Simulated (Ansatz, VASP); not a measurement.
# NiPtF6 (NiPtF6 (R-3)) in two plane-wave programs

Wanted: the spread between two codes on one cell, functional and k mesh. The cell is taken from a series of runs on this material, whose earlier steps may have relaxed, scaled, displaced or heated it; both programs get it as it stands.

Program: Ansatz 0.2.0. Level of theory: plane waves, with VASP 6.6.1 beside it; relaxation of cell and atoms at PBEsol, DFT+U. Results are calculated unless marked as measured.

## 1. The structure

It takes space group R-3 (No. 148, trigonal). The conventional cell has a = 4.902 Å, b = 4.902 Å, c = 13.625 Å, α = 90.00°, β = 90.00°, γ = 120.00°. Ni has 6 F at 1.98 Å nearest. Pt has 6 F at 1.96 Å nearest. Nearest to F lie 1 Pt at 1.96 Å and 1 Ni at 1.98 Å. Farther neighbours and most contacts between anions are not listed.

## 2. Ansatz: relaxation of cell and atoms, PBEsol, DFT+U

Ansatz runs on its PAW soft_1 files.

The relaxed volume is the usual yardstick between codes: in a stiff, nearly cubic crystal its relative difference is about their pressure difference at one cell divided by the bulk modulus.

File input.yaml:

```yaml
crystal:
  lattice:
    - [2.4510473, 1.4151128, 4.5416986]
    - [-2.4510473, 1.4151128, 4.5416986]
    - [0.0, -2.8302257, 4.5416986]
  atoms:
    - { symbol: Ni, position: [1.0, 0.0, 0.0], spin: 2.0 }
    - { symbol: Pt, position: [0.5, 0.5, 0.5] }
    - { symbol: F, position: [0.40688719, 0.7474027, 0.09612185] }
    - { symbol: F, position: [0.09612185, 0.40688719, 0.7474027] }
    - { symbol: F, position: [0.2525973, 0.90387815, 0.59311281] }
    - { symbol: F, position: [0.90387815, 0.59311281, 0.2525973] }
    - { symbol: F, position: [0.59311281, 0.2525973, 0.90387815] }
    - { symbol: F, position: [0.7474027, 0.09612185, 0.40688719] }
magnetization:
  spin_polarized: true
  initial_magnetization: 2
  spin_locking: { lock_magnetization: hard }
basis:
  ecutwfc: 420
  xc_grid: 2
hamiltonian:
  xc: pbesol
  hubbard:
    sites: [{ species: Ni, l: d, u_eff: 4.0 }]
    projectors: ortho-atomic
  pseudopotentials: { kind: paw, azcp: { folder: soft_1 }, xc_functional: pbe }
kpoints:
  mp_grid: { grid: [7, 7, 7] }
scf:
  occupations: { method: fixed }
  max_iter: 100
relax:
  f_tol: 0.005
  max_steps: 60
  cell: {}
output:
  forces: true
  stress: true
checkpoint:
  write: "../cell.run"
  compress: false
  write_wavefunctions: false
  write_every: 100000
```

Run with:

```sh
> ansatz run input.yaml --threads 8 --pin off --max-ram 17899MiB --backend cpu --events-out ev --progress --plain --runs-dir out
```

Numbers of over 12 decimals in the logs are rounded to 6 here.

The log of the run:

```text
Engine: ansatz 0.2.0, aarch64-unknown-linux-gnu
Pseudopotentials: kind: paw
Pseudopotential: Ni, paw, valence charge 18, recommended cutoff 420 eV (normal), soft_1/Ni.paw.azcp
Pseudopotential: Pt, paw, valence charge 18, recommended cutoff 420 eV (normal), soft_1/Pt.paw.azcp
Pseudopotential: F, paw, valence charge 7, recommended cutoff 420 eV (normal), soft_1/F.paw.azcp
Functional definition: PBEsol
  exchange = pbesol_x
  correlation = pbesol_c
Crystal: 8 atoms, lattice volume = 94.518 Å³
Basis set: ecut = 420 eV, 1839 PW (Γ), exchange–correlation on 72×72×72 points (8 copies of the dense FFT grid, shifted against one another)
Bands: 48, of which v1, the nominal top of the filled ones, is band 39 counted from 1 (38 counted from 0)
Symmetry: 6 space group operations
Space group: R-3 (ITA 148), of the structure as read, at distance tolerance 4.6e-5 Å
Magnetic group: BNS 148.17 (UNI 1247), of the structure as read, at distance tolerance 4.6e-5 Å
k-points: 60 of 343
Non-local potential: Ni, projectors of the file, l = 0: 3, l = 1: 2, l = 2: 3, l = 3: 1
Non-local potential: Pt, projectors of the file, l = 0: 3, l = 1: 2, l = 2: 2, l = 3: 1
Non-local potential: F, projectors of the file, l = 0: 2, l = 1: 2, l = 2: 1
PAW form: soft (Blöchl's): semilocal exchange-correlation on the pseudo side does not see the compensation charge
PAW frozen core: Ni, regenerated for the run's functional, and the local potential with it (the file was generated under x = pbe(κ = 0.804, μ = 0.219515), c = pbe(β = 0.066725))
PAW frozen core: Pt, regenerated for the run's functional, and the local potential with it (the file was generated under x = pbe(κ = 0.804, μ = 0.219515), c = pbe(β = 0.066725))
PAW frozen core: F, regenerated for the run's functional, and the local potential with it (the file was generated under x = pbe(κ = 0.804, μ = 0.219515), c = pbe(β = 0.066725))
PAW one-centre angular grid: Ni, 590 points (default); XC on 64 Gauss nodes
PAW one-centre angular grid: Pt, 590 points (default); XC on 64 Gauss nodes
PAW one-centre angular grid: F, 110 points (default); XC on 64 Gauss nodes
Initial density: superposition of atomic densities (chi_scale 0.1, normalization cell, long waves kept (reshape's long-wave potential 0.04 eV rms))
Starting moments: Σ|m| = 2 μB on 1 of 8 sites
Initial wavefunctions: pseudopotential atomic-orbital guess
Functional: x = pbesol(κ = 0.804, μ = 0.123457), c = pbesol(β = 0.046)
SCF iter   1: F=—  HF=-23010.918591 eV  |F-HF|=—  |Δ(HF+E_count)|=         —  Δρ=2.86e-1 (↑1.00e-1 ↓2.86e-1)  dr2=1.11e2  dr2_m=8.97e0  M=2.000 μB ∫|m|=2.006 μB  β_m=0.30  ethr=3.10e-3  ⟨swp⟩=4.5  Hψ=19234  notcnv=0  defer=718
preconditioner: auto → Resta (q_TF=auto, 2.642 Å⁻¹)  ε∞=4.9  [insulator: Δε(μ)=0.001 eV  Ē_g=15.248 eV  n_scr=26 (ndim 8)  ℏωp=30.1 eV  f_vac=0.090  ε∞_Penn≈4.9]
spin=Collinear: Resta preconditioning applied to the charge; magnetization (m = ρ↑ − ρ↓) channel mixes plain (no charge-response kernel on spin).
SCF iter   2: F=—  HF=-22987.017280 eV  |F-HF|=—  |Δ(HF+E_count)|=    2.39e1  Δρ=5.53e-2 (↑4.01e-2 ↓5.53e-2)  dr2=4.42e0  dr2_m=2.46e-1  M=2.000 μB ∫|m|=2.020 μB  β_m=0.31  ethr=3.10e-3  ⟨swp⟩=4.0  Hψ=14584  notcnv=0  defer=828
SCF iter   3: F=—  HF=-22986.130333 eV  |F-HF|=—  |Δ(HF+E_count)|=   8.87e-1  Δρ=4.17e-2 (↑2.71e-2 ↓4.17e-2)  dr2=1.29e0  dr2_m=2.28e-1  M=2.000 μB ∫|m|=2.035 μB  β_m=0.53  ethr=3.10e-3  ⟨swp⟩=2.5  Hψ=8680  notcnv=0  defer=716
SCF iter   4: F=—  HF=-22987.131119 eV  |F-HF|=—  |Δ(HF+E_count)|=    1.00e0  Δρ=4.62e-2 (↑1.94e-2 ↓4.62e-2)  dr2=1.63e0  dr2_m=2.35e-1  M=2.000 μB ∫|m|=2.052 μB  β_m=0.64  ethr=1.65e-3  ⟨swp⟩=2.1  Hψ=8024  notcnv=0  defer=788
SCF iter   5: F=—  HF=-22987.330896 eV  |F-HF|=—  |Δ(HF+E_count)|=   2.00e-1  Δρ=2.29e-2 (↑8.91e-3 ↓2.29e-2)  dr2=3.50e-1  dr2_m=8.98e-2  M=2.000 μB ∫|m|=2.050 μB  β_m=0.59  ethr=1.65e-3  ⟨swp⟩=2.8  Hψ=11835  notcnv=0  defer=836
SCF iter   6: F=—  HF=-22987.307145 eV  |F-HF|=—  |Δ(HF+E_count)|=   2.38e-2  Δρ=7.08e-3 (↑3.80e-3 ↓7.08e-3)  dr2=8.09e-3  dr2_m=2.07e-2  M=2.000 μB ∫|m|=2.048 μB  β_m=0.80  ethr=4.49e-4  ⟨swp⟩=2.0  Hψ=10362  notcnv=0  defer=840
SCF iter   7: F=—  HF=-22987.313306 eV  |F-HF|=—  |Δ(HF+E_count)|=   6.16e-3  Δρ=2.61e-3 (↑2.07e-3 ↓2.61e-3)  dr2=1.82e-3  dr2_m=3.51e-3  M=2.000 μB ∫|m|=2.051 μB  β_m=0.90  ethr=1.04e-5  ⟨swp⟩=2.0  Hψ=9068  notcnv=0  defer=840
SCF iter   8: F=—  HF=-22987.314759 eV  |F-HF|=—  |Δ(HF+E_count)|=   1.45e-3  Δρ=9.66e-4 (↑9.06e-4 ↓9.66e-4)  dr2=6.12e-4  dr2_m=4.70e-4  M=2.000 μB ∫|m|=2.054 μB  β_m=0.95  ethr=2.33e-6  ⟨swp⟩=2.0  Hψ=9462  notcnv=0  defer=840
SCF iter   9: F=—  HF=-22987.315016 eV  |F-HF|=—  |Δ(HF+E_count)|=   2.57e-4  Δρ=2.02e-4 (↑1.11e-4 ↓2.02e-4)  dr2=1.02e-5  dr2_m=1.44e-5  M=2.000 μB ∫|m|=2.056 μB  β_m=0.97  ethr=7.84e-7  ⟨swp⟩=2.3  Hψ=8157  notcnv=0  defer=840
[...]
-0.000000       0.000000      -0.015154
  P = ⅓ Tr σ = 0.0025 GPa (0.025 kbar)
Occupation matrices written to <dir>
--- The result so far, ahead of a search for a lower minimum behind the relaxation; the run's own can be another ---
--- Relaxed structure (6 steps of the walk, 6 accepted, 2 SCFs on fresh bases) ---
[...]
SCF iter   7: F=—  HF=-22987.337468 eV  |F-HF|=—  |Δ(HF+E_count)|=   5.28e-3  Δρ=2.66e-3 (↑1.96e-3 ↓2.66e-3)  dr2=1.84e-3  dr2_m=3.44e-3  M=2.000 μB ∫|m|=2.047 μB  β_m=0.90  ethr=1.00e-5  ⟨swp⟩=2.0  Hψ=8607  notcnv=0  defer=840
SCF iter   8: F=—  HF=-22987.339086 eV  |F-HF|=—  |Δ(HF+E_count)|=   1.62e-3  Δρ=9.30e-4 (↑7.74e-4 ↓9.30e-4)  dr2=6.82e-4  dr2_m=3.58e-4  M=2.000 μB ∫|m|=2.051 μB  β_m=0.95  ethr=2.36e-6  ⟨swp⟩=2.0  Hψ=9361  notcnv=0  defer=840
SCF iter   9: F=—  HF=-22987.339322 eV  |F-HF|=—  |Δ(HF+E_count)|=   2.35e-4  Δρ=2.51e-4 (↑1.57e-4 ↓2.51e-4)  dr2=1.35e-5  dr2_m=2.59e-5  M=2.000 μB ∫|m|=2.054 μB  β_m=0.97  ethr=8.74e-7  ⟨swp⟩=2.3  Hψ=9376  notcnv=0  defer=840
SCF iter  10: F=—  HF=-22987.339410 eV  |F-HF|=—  |Δ(HF+E_count)|=   8.79e-5  Δρ=1.24e-4 (↑3.16e-5 ↓1.24e-4)  dr2=6.46e-6  dr2_m=3.24e-6  M=2.000 μB ∫|m|=2.054 μB  β_m=0.99  ethr=1.73e-8  ⟨swp⟩=2.0  Hψ=9917  notcnv=0  defer=522
SCF iter  11: F=—  HF=-22987.339467 eV  |F-HF|=—  |Δ(HF+E_count)|=   5.77e-5  Δρ=8.67e-5 (↑1.82e-5 ↓8.67e-5)  dr2=6.29e-6  dr2_m=1.52e-6  M=2.000 μB ∫|m|=2.054 μB  β_m=0.99  ethr=8.28e-9  ⟨swp⟩=2.0  Hψ=9918  notcnv=0  defer=604
SCF iter  12: F=—  HF=-22987.339491 eV  |F-HF|=—  |Δ(HF+E_count)|=   2.34e-5  Δρ=5.55e-5 (↑4.17e-5 ↓5.55e-5)  dr2=5.41e-6  dr2_m=1.78e-7  M=2.000 μB ∫|m|=2.053 μB  β_m=0.95  ethr=8.06e-9  ⟨swp⟩=2.0  Hψ=9916  notcnv=0  defer=632
SCF iter  13: F=—  HF=-22987.339491 eV  |F-HF|=—  |Δ(HF+E_count)|=   5.36e-7  Δρ=1.21e-5 (↑9.01e-6 ↓1.21e-5)  dr2=2.46e-7  dr2_m=2.64e-8  M=2.000 μB ∫|m|=2.053 μB  β_m=0.98  ethr=6.93e-9  ⟨swp⟩=2.0  Hψ=9779  notcnv=0  defer=642
SCF iter  14: F=—  HF=-22987.339492 eV  |F-HF|=—  |Δ(HF+E_count)|=   2.94e-7  Δρ=1.22e-5 (↑1.01e-5 ↓1.22e-5)  dr2=3.81e-7  dr2_m=6.47e-9  M=2.000 μB ∫|m|=2.053 μB  β_m=0.86  ethr=1.28e-10  ⟨swp⟩=3.0  Hψ=15600  notcnv=0
SCF iter  15: F=-22987.339492 eV  HF=-22987.339492 eV  |F-HF|=4.34e-9  |Δ(HF+E_count)|=   1.93e-8  Δρ=3.66e-6 (↑1.80e-6 ↓3.66e-6)  dr2=1.44e-8  dr2_m=2.37e-9  M=2.000 μB ∫|m|=2.053 μB  ethr=1.28e-10  ⟨swp⟩=2.0  Hψ=16275  notcnv=0
SCF 1 converged in 15 iterations: F = -22987.339492 eV  dr2 = 1.44e-8
a single-point calculation of the run's input, under the relaxation's own `scf.mixing.negative_modes` where the relaxation goes by `scf.lower_state_search: light` itself or types `scf.max_iter`, was made at the relaxed geometry, from the atoms, in 15 SCF iterations in all. It converged +0.0 meV from the relaxation's final energy, with moments (1.69, 0.03, 0.03, 0.03, 0.03, 0.03, 0.03, 0.03 Bohr magnetons, atom by atom), which does not count as lower, and the relaxation's result stands. No further magnetic order was relaxed to its end, and one can end lower (see `relax.adjacent_minimum`).
SCF converged after 7 iterations
Stability checked in part: among states of this total moment the steps that led to this state did not find it unstable. No probe was made; neither looks for a lower state of another moment (fixed_total_moment; see scf.lower_state_search)
Magnetization: 2.0000 μB (40.0000 up, 38.0000 down)
Absolute magnetization: 2.0529 μB (∫|ρ↑−ρ↓|, with the PAW one-centre terms)
Spin contamination: 0.0061 ħ² per cell (⟨S²⟩ above its minimum at these occupations)
Per-site moments (μB) at R_I (Å): [(1.693538, 0.824537), (0.029885, 0.802714), (0.031627, 0.802714), (0.031627, 0.802714), (0.031627, 0.802714), (0.031627, 0.802714), (0.031627, 0.802714), (0.031627, 0.802714)]
Free energy (F): -22987.339492 eV
Harris-Foulkes:  -22987.339492 eV  (|F-HF|=1.09e-11)
Internal energy: -22987.339492 eV  (E = F + TS)
E sigma→0 (E₀):  -22987.339492 eV
Fermi energy:    5.325207 (↑ 5.325207, ↓ 5.263168) eV
--- Per-component energies (eV) ---
  E_band       = -1131.174776
  E_kinetic    = 2096.009269
  E_local      = -10143.516483  (includes V_loc(G=0)·N_el)
  E_nonlocal   = 622.851061
  E_hartree    = 4321.546209
  E_xc         = -788.201823
  E_vxc        = -990.221063  (∫ρ·V_xc dr)
  E_hubbard    = 0.568176  (on-site DFT+U / exact-exchange correction)
  E_vhub       = -15.349877  (the Hubbard potential's part of the band-sum identity)
  E_paw        = -12152.508040  (= ΣΔE_a)
  E_vpaw       = -1344.046767  (= ΣTr[D̂ρ^β])
  E_aug_tail   = 0.006494  (compensation charges beyond the density's cutoff)
  E_ewald      = -6944.833330
  E_core_change = 0.738976  (= ΣΔE_core)
  E_smearing   = -0.000000  (= −TS)
  E_closure    = -0.000000  (closes the sum)
  Σ components = -22987.339492   (vs F -22987.339492, Δ=0.00e0)
--- Forces (eV/Å), atoms counted from 1 ---
  atom   1  Ni     0.00000000     0.00000000     0.00000000
  atom   2  Pt     0.00000000     0.00000000     0.00000000
  atom   3  F     -0.00054842    -0.00009536    -0.00014355
  atom   4  F      0.00035679    -0.00042727    -0.00014355
  atom   5  F     -0.00019163    -0.00052263     0.00014355
  atom   6  F     -0.00035679     0.00042727     0.00014355
  atom   7  F      0.00054842     0.00009536     0.00014355
  atom   8  F      0.00019163     0.00052263    -0.00014355
  max |Σ_I F_I| component: 2.06e-18 eV/Å
--- Stress (GPa, compression-positive) ---
        0.011317       0.000000       0.000000
       -0.000000       0.011317       0.000000
       -0.000000       0.000000      -0.015154
  P = ⅓ Tr σ = 0.0025 GPa (0.025 kbar)
--- Relaxed structure (6 steps of the walk, 6 accepted, 2 SCFs on fresh bases) ---
  F+E_penalty+E_count = -22987.33949154 eV   max|allowed force component| = 5.484e-4 eV/Å   (the final SCF, on the basis selected at the relaxed cell)
  cell:  # Å, volume = 96.4377 Å³
    - [2.477400, 1.430327, 4.535906]
    - [-2.477400, 1.430327, 4.535906]
    - [3.0299055593630964e-19, -2.860655, 4.535906]
  atoms:
    - { symbol: Ni, position: [1.0, -5.551115123125783e-17, 0.0] }
    - { symbol: Pt, position: [0.500000, 0.500000, 0.500000] }
    - { symbol: F, position: [0.404905, 0.743854, 0.103251] }
    - { symbol: F, position: [0.103251, 0.404905, 0.743854] }
    - { symbol: F, position: [0.256146, 0.896749, 0.595095] }
    - { symbol: F, position: [0.896749, 0.595095, 0.256146] }
    - { symbol: F, position: [0.595095, 0.256146, 0.896749] }
    - { symbol: F, position: [0.743854, 0.103251, 0.404905] }
```

(Part 1 of 2 ends here.)

[Lines on the potential files, build, host, timing and source positions are cut from VASP's logs without a mark.]

[Logs are printed without paths, hosts, clocks, repeated set-up lines and the standing remarks that a program may print on its own settings, such as how far it seeks lower states.]

[Hosts, paths, dates, database ids (printed as entryN), source tags and the programs' standing remarks are cut or masked in the printed files.]
